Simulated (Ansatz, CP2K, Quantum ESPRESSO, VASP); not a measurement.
# BaTiO3: 5 runs at one level of theory

```
Ba Ti O
1.0
     4.00600    0.00000    0.00000
     0.00000    4.00600    0.00000
     0.00000    0.00000    4.00600
Ba Ti O
1 1 3
Direct
  0.50000 0.50000 0.50000
  0.00000 0.00000 0.00000
  0.00000 0.00000 0.50000
  0.00000 0.50000 0.00000
  0.50000 0.00000 0.00000
```

Alike in all runs: task equation of state; functional PBEsol; k mesh 7 × 7 × 7; occupations fermi-dirac, width 0.05 eV; no spin polarisation; no spin-orbit coupling.

```
                                                                     program and potentials  plane-wave cutoff (eV)                                                 notes  equilibrium volume (Å³/atom)  bulk modulus (GPa)
                                                                         Ansatz, Ansatz PAW                     420  potentials made for PBE, which Ansatz adapts in part                         12.51               179.8
                                                          Quantum ESPRESSO, GBRV 1.5 PBEsol                     612                                                     -                         12.60               180.2
                                             Ansatz, all-electron LAPW, scalar-relativistic                       -                                                     -                         12.51               180.0
                                                VASP, PBE PAW files Ba_sv, O, Ti_sv, 520 eV                     520                               potentials made for PBE                         12.66               178.1
CP2K, POTENTIAL_UZH Ba GTH-PBE-q10, Ti GTH-PBE-q12, O GTH-PBE-q6; TZVP-MOLOPT-PBE-GTH basis                       -                 atomic basis; potentials made for PBE                         12.69               177.8
```

The equilibrium volume spans 12.51 (Ansatz, Ansatz PAW) to 12.69 Å³/atom (CP2K, POTENTIAL_UZH Ba GTH-PBE-q10, Ti GTH-PBE-q12, O GTH-PBE-q6; TZVP-MOLOPT-PBE-GTH basis), with all-electron results at 12.51. The bulk modulus spans 177.8 (CP2K, POTENTIAL_UZH Ba GTH-PBE-q10, Ti GTH-PBE-q12, O GTH-PBE-q6; TZVP-MOLOPT-PBE-GTH basis) to 180.2 GPa (Quantum ESPRESSO, GBRV 1.5 PBEsol), with all-electron results at 180.0. Rows in atomic bases carry the error of their basis and grid, which can be large.

The functional is the same throughout but for its coding, so the spread measures potentials, basis and numerics; runs on potential files found faulty are left out.
